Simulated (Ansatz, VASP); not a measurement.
# GeCSe3 in VASP and in Ansatz

```xyz
5
Lattice="4.4310 0.0000 0.0000 0.0000 4.4310 0.0000 0.0000 0.0000 4.4310" Properties=species:S:1:pos:R:3 pbc="T T T"
Ge    0.0000    0.0000    0.0000
C     2.2155    2.2155    2.2155
Se    2.2155    2.2155    0.0000
Se    2.2155    0.0000    2.2155
Se    0.0000    2.2155    2.2155
```

The cell comes from a database or a generator and needn't be the stable form of this composition.

Alike in both runs: task single point; functional PBEsol; k mesh 4 × 4 × 4; occupations gaussian, width 0.05 eV; no spin polarisation.

```csv
,VASP,Ansatz
version,VASP 6.6.1,Ansatz 0.2.0
potentials or method,"VASP PAW PBE potentials, release 64 (Ge_d, C, Se)","scalar-relativistic, plane waves, PAW"
plane-wave cutoff (eV),520,420
valence electrons in the cell,36,66
```

```csv
,VASP,Ansatz,Ansatz less VASP
gap on the k mesh at the Fermi level (eV),none,none,-
pressure (GPa),0.2,0.1,-0.14
```

A gap of «none» marks a metal or a gap that the smearing closes. With one functional, cell and mesh, what is left measures potentials, basis and numerics. The two sets of potentials don't hold the same shells in valence.

Caveats: the PAW data sets were made with another functional, which shifts forces and pressure a little (VASP).
